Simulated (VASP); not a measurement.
CdS:

```
Cd S
1.0
     0.00000    2.91650    2.91650
     2.91650    0.00000    2.91650
     2.91650    2.91650    0.00000
Cd S
1 1
Direct
  0.00000 0.00000 0.00000
  0.25000 0.25000 0.25000
```

```yaml
Program: VASP 6.6.1
Task: relaxation of cell and atoms
Functional: PBE
Potentials_or_basis: VASP PAW PBE potentials, release 64 (Cd, S)
Cutoff: 520 eV
k_mesh: 4 × 4 × 4
Occupations: gaussian, width 0.02 eV
Spin: no spin polarisation
```

At the start: pressure 3.4 GPa; volume 24.81 Å³/atom.

Q: Where does the relaxation end?

A: Over 3 steps the energy falls by 14.2 meV/atom and the volume is 26.22 Å³/atom (+5.7 %); space group F-43m (No. 216, to 0.05 Å).

Step by step:
| step | energy change (eV) | largest force (eV/Å) | pressure (GPa) | volume (Å³) |
| --- | --- | --- | --- | --- |
| 1 | 0.0000 | 0.0000 | 3.37 | 49.62 |
| 2 | -0.0251 | 0.0000 | -0.98 | 53.46 |
| 3 | -0.0283 | 0.0000 | 0.01 | 52.44 |

Final structure:
```cif
data_structure
_symmetry_space_group_name_H-M 'P 1'
_symmetry_Int_Tables_number 1
_cell_length_a 4.2014
_cell_length_b 4.2014
_cell_length_c 4.2014
_cell_angle_alpha 60.000
_cell_angle_beta 60.000
_cell_angle_gamma 60.000
_cell_volume 52.44
loop_
_atom_site_label
_atom_site_type_symbol
_atom_site_fract_x
_atom_site_fract_y
_atom_site_fract_z
_atom_site_occupancy
Cd1 Cd 0.00000 0.00000 0.00000 1
S1 S 0.25000 0.25000 0.25000 1
```

Caveat: the k mesh is coarse (spacing up to 0.47 Å⁻¹), so the values aren't converged.
